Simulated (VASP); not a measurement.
Level of theory: rev-vdW-DF2, VASP's PBE PAW potentials (set 64) (plane waves; VASP).

Input for VASP

KPOINTS:
```
Regular mesh
0
Gamma
7 7 7
```

**INCAR**
```
AGGAC = 0.0
ALGO = Normal
EDIFF = 1E-7
ENCUT = 520
GGA = MK
ISIF = 2
ISMEAR = 0
LASPH = .TRUE.
LCHARG = .FALSE.
LMAXMIX = 4
LREAL = .FALSE.
LUSE_VDW = .TRUE.
LWAVE = .FALSE.
NELM = 100
PARAM1 = 0.1234568
PARAM2 = 0.7114
PREC = Accurate
SIGMA = 0.05
SYSTEM = CdTe
ZAB_VDW = -1.8867
```

POSCAR:
```
CdTe
1
    0.0000000000     3.3478958000     3.3478958000
    3.3478958000     0.0000000000     3.3478958000
    3.3478958000     3.3478958000     0.0000000000
Cd Te
1 1
Direct
  0.0000000000   0.0000000000   0.0000000000
  0.2500000000   0.2500000000   0.2500000000
```

POTCAR, in this order: Cd Te (PBE.64 set). Program: vasp_std.

What VASP printed:

File OUTCAR:
```
 ion  position               nearest neighbor table
   1  0.000  0.000  0.000-   2 2.90   2 2.90   2 2.90   2 2.90
   2  0.250  0.250  0.250-   1 2.90   1 2.90   1 2.90   1 2.90
  LATTYP: Found a face centered cubic cell.
 ALAT       =     6.6957916000
 Subroutine PRICEL returns:
 Original cell was already a primitive cell.
 Subroutine GETGRP returns: Found 24 space group operations
The static configuration has the point symmetry T_d .
The dynamic configuration has the point symmetry T_d .
 Subroutine INISYM returns: Found 24 space group operations
 Subroutine IBZKPT returns following result:
 Found     20 irreducible k-points:

 Following reciprocal coordinates:
            Coordinates               Weight
  0.000000  0.000000  0.000000      1.000000
  0.142857  0.000000  0.000000      8.000000
  0.285714  0.000000  0.000000      8.000000
  0.428571  0.000000  0.000000      8.000000
  0.142857  0.142857  0.000000      6.000000
  0.285714  0.142857  0.000000     24.000000
  0.428571  0.142857  0.000000     24.000000
 -0.428571  0.142857  0.000000     24.000000
 -0.285714  0.142857  0.000000     24.000000
 -0.142857  0.142857  0.000000     12.000000
  0.285714  0.285714  0.000000      6.000000
  0.428571  0.285714  0.000000     24.000000
 -0.428571  0.285714  0.000000     24.000000
 -0.285714  0.285714  0.000000     12.000000
  0.428571  0.428571  0.000000      6.000000
 -0.428571  0.428571  0.000000     12.000000
  0.428571  0.285714  0.142857     24.000000
 -0.428571  0.285714  0.142857     48.000000
 -0.428571  0.428571  0.142857     24.000000
 -0.285714  0.428571  0.142857     24.000000
   k-points           NKPTS =     20   k-points in BZ     NKDIM =     20   number of bands    NBANDS=     13
   number of dos      NEDOS =    301   number of ions     NIONS =      2
   total plane-waves  NPLWV =  46656
   dimension x,y,z NGX =    36 NGY =   36 NGZ =   36
...
```

**OSZICAR**
```
       N       E                     dE             d eps       ncg     rms          rms(c)
DAV:   1     0.108682024871E+03    0.10868E+03   -0.83325E+03   520   0.119E+03
DAV:   2     0.417914219540E+01   -0.10450E+03   -0.10020E+03   590   0.273E+02
DAV:   3    -0.344794986471E+00   -0.45239E+01   -0.45140E+01   605   0.596E+01
DAV:   4    -0.391448389094E+00   -0.46653E-01   -0.46647E-01   730   0.545E+00
DAV:   5    -0.391586588344E+00   -0.13820E-03   -0.13820E-03   610   0.278E-01    0.460E+00
DAV:   6    -0.158259460329E+00    0.23333E+00   -0.50268E-01   575   0.865E+00    0.391E+00
DAV:   7    -0.144379881534E+00    0.13880E-01   -0.10530E-01   585   0.232E+00    0.157E+00
DAV:   8    -0.144563686015E+00   -0.18380E-03   -0.80989E-03   545   0.123E+00    0.457E-01
DAV:   9    -0.144682164000E+00   -0.11848E-03   -0.88718E-04   590   0.330E-01    0.735E-02
DAV:  10    -0.144704541873E+00   -0.22378E-04   -0.98803E-05   538   0.113E-01    0.419E-02
DAV:  11    -0.144718847509E+00   -0.14306E-04   -0.29555E-05   565   0.415E-02    0.214E-02
DAV:  12    -0.144717902365E+00    0.94514E-06   -0.25388E-06   589   0.129E-02    0.106E-02
DAV:  13    -0.144717739911E+00    0.16245E-06   -0.12664E-07   507   0.266E-03    0.707E-03
DAV:  14    -0.144717628274E+00    0.11164E-06   -0.10977E-07   399   0.233E-03    0.156E-03
DAV:  15    -0.144717631561E+00   -0.32869E-08   -0.14337E-08   285   0.891E-04
   1 F= -.14471763E+00 E0= -.14471763E+00  d E =-.421842E-08
```

OUTCAR:
```
------------------------ aborting loop because EDIFF is reached ----------------------------------------
  FORCE on cell =-STRESS in cart. coord.  units (eV):
  Direction    XX          YY          ZZ          XY          YZ          ZX
  --------------------------------------------------------------------------------------
  Total       -0.9011996     -0.9011996     -0.9011996      0.0000000     -0.0000000      0.0000000
  in kB      -19.2391454    -19.2391454    -19.2391454      0.0000000     -0.0000000      0.0000000
  external PRESSURE =     -19.2391454 kB  Pullay stress =       0.0000000 kB
  volume of cell :       75.05
      direct lattice vectors                 reciprocal lattice vectors
     0.000000000  3.347895800  3.347895800    -0.149347539  0.149347539  0.149347539
     3.347895800  0.000000000  3.347895800     0.149347539 -0.149347539  0.149347539
     3.347895800  3.347895800  0.000000000     0.149347539  0.149347539 -0.149347539
  FREE ENERGIE OF THE ION-ELECTRON SYSTEM (eV)
  ---------------------------------------------------
  free  energy   TOTEN  =        -0.1447176316 eV

  energy  without entropy=       -0.1447176273  energy(sigma->0) =       -0.14471763
```
(Selected blocks of OUTCAR.)

The compound is CdTe in the zinc blende structure. This cell is one point of a volume scan, at 1.06 of the reference volume.
